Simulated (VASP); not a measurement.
Output of a VASP run:

**OUTCAR**
```
 ion  position               nearest neighbor table
   1  0.000  0.000  0.000-   2 2.82   2 2.82   2 2.82   2 2.82   2 2.82   2 2.82   2 2.82   2 2.82
  LATTYP: Found a simple tetragonal cell.
 ALAT       =     2.7975382944
 C/A-ratio  =     1.4384003427
 Subroutine PRICEL returns:
 Original cell was already a primitive cell.
 Subroutine GETGRP returns: Found 16 space group operations
The static configuration has the point symmetry D_4h.
The dynamic configuration has the point symmetry D_4h.
 Subroutine INISYM returns: Found 16 space group operations
 Subroutine IBZKPT returns following result:
 Found    216 irreducible k-points:

 Following reciprocal coordinates:
            Coordinates               Weight
  0.000000  0.000000  0.000000      1.000000
  0.066667  0.000000  0.000000      4.000000
  0.133333  0.000000  0.000000      4.000000
  0.200000  0.000000  0.000000      4.000000
  0.266667  0.000000  0.000000      4.000000
  0.333333  0.000000  0.000000      4.000000
  0.400000  0.000000  0.000000      4.000000
  0.466667  0.000000  0.000000      4.000000
  0.066667  0.066667  0.000000      4.000000
  0.133333  0.066667  0.000000      8.000000
  0.200000  0.066667  0.000000      8.000000
  0.266667  0.066667  0.000000      8.000000
  0.333333  0.066667  0.000000      8.000000
  0.400000  0.066667  0.000000      8.000000
  0.466667  0.066667  0.000000      8.000000
  0.133333  0.133333  0.000000      4.000000
  0.200000  0.133333  0.000000      8.000000
  0.266667  0.133333  0.000000      8.000000
  0.333333  0.133333  0.000000      8.000000
  0.400000  0.133333  0.000000      8.000000
  0.466667  0.133333  0.000000      8.000000
  0.200000  0.200000  0.000000      4.000000
  0.266667  0.200000  0.000000      8.000000
  0.333333  0.200000  0.000000      8.000000
  0.400000  0.200000  0.000000      8.000000
  0.466667  0.200000  0.000000      8.000000
  0.266667  0.266667  0.000000      4.000000
  0.333333  0.266667  0.000000      8.000000
  0.400000  0.266667  0.000000      8.000000
  0.466667  0.266667  0.000000      8.000000
  0.333333  0.333333  0.000000      4.000000
  0.400000  0.333333  0.000000      8.000000
  0.466667  0.333333  0.000000      8.000000
  0.400000  0.400000  0.000000      4.000000
  0.466667  0.400000  0.000000      8.000000
  0.466667  0.466667  0.000000      4.000000
  0.000000  0.000000  0.100000      2.000000
  0.066667  0.000000  0.100000      8.000000
  0.133333  0.000000  0.100000      8.000000
  0.200000  0.000000  0.100000      8.000000
   k-points           NKPTS =    216   k-points in BZ     NKDIM =    216   number of bands    NBANDS=     11
   number of dos      NEDOS =    601   number of ions     NIONS =      2
   total plane-waves  NPLWV =   9072
   dimension x,y,z NGX =    18 NGY =   18 NGZ =   28
   dimension x,y,z NGXF=    36 NGYF=   36 NGZF=   56
   ions per type =               1   1
   PREC   = accura    normal or accurate (medium, high low for compatibility)
   ISTART =      0    job   : 0-new  1-cont  2-samecut
   ICHARG =      2    charge: 1-file 2-atom 10-const
   ISPIN  =      1    spin polarized calculation?
   LNONCOLLINEAR =      F non collinear calculations
   LSORBIT =      F    spin-orbit coupling
   INIWAV =      1    electr: 0-lowe 1-rand  2-diag
   ENCUT  =  400.0 eV  29.40 Ry    5.42 a.u.   4.56  4.56  6.56*2*pi/ulx,y,z
   NELM   =    100;   NELMIN=  2; NELMDL= -5     # of ELM steps
   EDIFF  = 0.1E-06   stopping-criterion for ELM
   LREAL  =      F    real-space projection
   NLSPLINE    = F    spline interpolate recip. space projectors
   LMAXMIX     =    4 max onsite mixed and CHGCAR
   VOSKOWN=      0    Vosko Wilk Nusair interpolation
   EDIFFG = 0.1E-05   stopping-criterion for IOM
   NSW    =      0    number of steps for IOM
   NBLOCK =      1;   KBLOCK =      1    inner block; outer block
   IBRION =     -1    ionic relax: 0-MD 1-quasi-New 2-CG
...
```

OSZICAR:
```
       N       E                     dE             d eps       ncg     rms          rms(c)
DAV:   1     0.775503120038E+02    0.77550E+02   -0.64813E+03  4755   0.117E+03
DAV:   2    -0.968512624604E+01   -0.87235E+02   -0.84694E+02  4848   0.305E+02
DAV:   3    -0.147185422641E+02   -0.50334E+01   -0.48486E+01  7237   0.723E+01
DAV:   4    -0.149110723429E+02   -0.19253E+00   -0.19111E+00  6001   0.120E+01
DAV:   5    -0.149187721733E+02   -0.76998E-02   -0.77140E-02  6804   0.220E+00    0.103E+01
DAV:   6    -0.134084828276E+02    0.15103E+01   -0.12583E+01  5804   0.393E+01    0.333E+00
DAV:   7    -0.132652500648E+02    0.14323E+00   -0.11221E+00  5451   0.113E+01    0.200E+00
DAV:   8    -0.132470502910E+02    0.18200E-01   -0.14583E-01  5304   0.410E+00    0.472E-01
DAV:   9    -0.132453439345E+02    0.17064E-02   -0.22448E-02  5501   0.203E+00    0.257E-01
DAV:  10    -0.132453801281E+02   -0.36194E-04   -0.15262E-03  5853   0.440E-01    0.646E-02
DAV:  11    -0.132453810616E+02   -0.93353E-06   -0.36494E-04  5906   0.214E-01    0.408E-02
DAV:  12    -0.132453829694E+02   -0.19077E-05   -0.22722E-05  5489   0.527E-02    0.119E-02
DAV:  13    -0.132453822410E+02    0.72835E-06   -0.72490E-07  5837   0.926E-03    0.696E-03
DAV:  14    -0.132453821072E+02    0.13382E-06   -0.69564E-07  5047   0.969E-03    0.369E-04
DAV:  15    -0.132453820404E+02    0.66845E-07   -0.23299E-08  2706   0.169E-03
   1 F= -.13245382E+02 E0= -.13245382E+02  d E =0.000000E+00
```

**OUTCAR**
```
------------------------ aborting loop because EDIFF is reached ----------------------------------------
  FORCE on cell =-STRESS in cart. coord.  units (eV):
  Direction    XX          YY          ZZ          XY          YZ          ZX
  --------------------------------------------------------------------------------------
  Total       -0.0351382     -0.0351382      0.0494793      0.0000000     -0.0000000      0.0000000
  in kB       -1.7876492     -1.7876492      2.5172476      0.0000000     -0.0000000      0.0000000
  external PRESSURE =      -0.3526836 kB  Pullay stress =       0.0000000 kB
  volume of cell :       31.49
      direct lattice vectors                 reciprocal lattice vectors
     2.797538294  0.000000000  0.000000000     0.357457127  0.000000000  0.000000000
     0.000000000  2.797538294  0.000000000     0.000000000  0.357457127  0.000000000
     0.000000000  0.000000000  4.023980041     0.000000000  0.000000000  0.248510179
 POSITION                                       TOTAL-FORCE (eV/Angst)
 -----------------------------------------------------------------------------------
      0.00000      0.00000      0.00000         0.000000      0.000000      0.000000
      1.39877      1.39877      2.01199         0.000000      0.000000      0.000000
 -----------------------------------------------------------------------------------
    total drift:                               -0.000000     -0.000000     -0.000000
  FREE ENERGIE OF THE ION-ELECTRON SYSTEM (eV)
  ---------------------------------------------------
  free  energy   TOTEN  =       -13.2453820404 eV

  energy  without entropy=      -13.2453820404  energy(sigma->0) =      -13.24538204

 total charge

# of ion       s       p       d       tot
------------------------------------------
    1        2.206   6.126   1.985  10.317
    2        0.413   0.429   0.000   0.842
--------------------------------------------------
tot          2.619   6.555   1.985  11.159
```
(Selected blocks of OUTCAR.)

### POSCAR
```
TiAl
1
    2.7975382944     0.0000000000     0.0000000000
    0.0000000000     2.7975382944     0.0000000000
    0.0000000000     0.0000000000     4.0239800413
Ti Al
1 1
Direct
  0.0000000000   0.0000000000   0.0000000000
  0.5000000000   0.5000000000   0.5000000000
```

**Question.** Write an INCAR and KPOINTS that could have produced this output.

**Answer.** This is not unique; one that fits is the input of the run itself, PBEsol GGA, plane waves, VASP's PBE PAW potentials (set 64).

### KPOINTS
```
kpoints
0
G
15 15 10
0 0 0
```

### INCAR
```
NELM=100   ! most electronic steps
GGA=PS   ! PBEsol
ISIF=2   ! forces and stress, cell fixed
SYSTEM=TiAl
ENCUT=400
PREC=Accurate
ISMEAR=-5
ALGO=Normal
LCHARG=.TRUE.
LMAXMIX=4
LREAL=.FALSE.
LWAVE=.FALSE.
LASPH=.TRUE.
LORBIT=11   ! lm-projected
EDIFF=1E-7
NEDOS=601   ! DOS grid
```

POTCAR, in this order: Ti_sv Al (PBE.64 set). Program: vasp_std.

For a metal the tetrahedron method with Blöchl corrections gives inexact stress and forces.

The compound is TiAl in the L1_0 structure. It was relaxed first. The electron count is odd and the run is not spin-polarised, which forces a metal.
